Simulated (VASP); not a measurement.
Input for VASP

**POSCAR**
```
ZrIn
1
    3.1525840000     0.0000000000     0.0000000000
    0.0000000000     3.1525840000     0.0000000000
    0.0000000000     0.0000000000     4.4710260000
Zr In
1 1
Direct
  0.0000000000   0.0000000000   0.0000000000
  0.5000000000   0.5000000000   0.5000000000
```

INCAR:
```
ALGO = Normal
EDIFF = 1E-6
ENCUT = 300
GGA = PS
ISIF = 2
ISMEAR = -1
LASPH = .TRUE.
LCHARG = .FALSE.
LMAXMIX = 4
LREAL = .FALSE.
LWAVE = .FALSE.
NELM = 100
PREC = Accurate
SIGMA = 0.136
SYSTEM = ZrIn
```

**KPOINTS**
```
Automatic mesh
0
Gamma
5 5 4
0 0 0
```

POTCAR, in this order: Zr_sv In_d (PBE.64 set). Program: vasp_std.

Write an equivalent input for Ansatz.

One equivalent input (not run):
Ansatz 0.2 input:
```yaml
crystal:
  lattice:
    - [3.1525840, 0.0000000, 0.0000000]
    - [0.0000000, 3.1525840, 0.0000000]
    - [0.0000000, 0.0000000, 4.4710260]
  atoms:
    - { symbol: Zr, position: [0.0000000, 0.0000000, 0.0000000] }
    - { symbol: In, position: [0.5000000, 0.5000000, 0.5000000] }
kpoints:
  mp_grid: { grid: [5, 5, 4] }
hamiltonian:
  xc: pbesol
  pseudopotentials: { kind: paw }
scf:
  occupations: { method: fermi_dirac, width: 0.136 }
  max_iter: 100
output: { forces: true, stress: true, eigenvalues: true }
```
Limits of the translation: each code has its own PAW files, so the cut-off isn't converted (ENCUT is set for VASP's; basis.ecutwfc is left out, and Ansatz then takes the one that its files recommend); Ansatz stops its SCF on the density residual and VASP on the energy change (EDIFF).

The structure comes from a computed database's ZrIn entry (P4/mmm); how it stands against other phases isn't given here. The cell was not relaxed at this level. The k-mesh is coarse (spacing up to 0.40 per Å, 2π included), so the numbers may not be converged in it. The run is one of a series of settings (KPOINTS 5×5×4 Γ-centred mesh against the base run), some of them coarse on purpose.
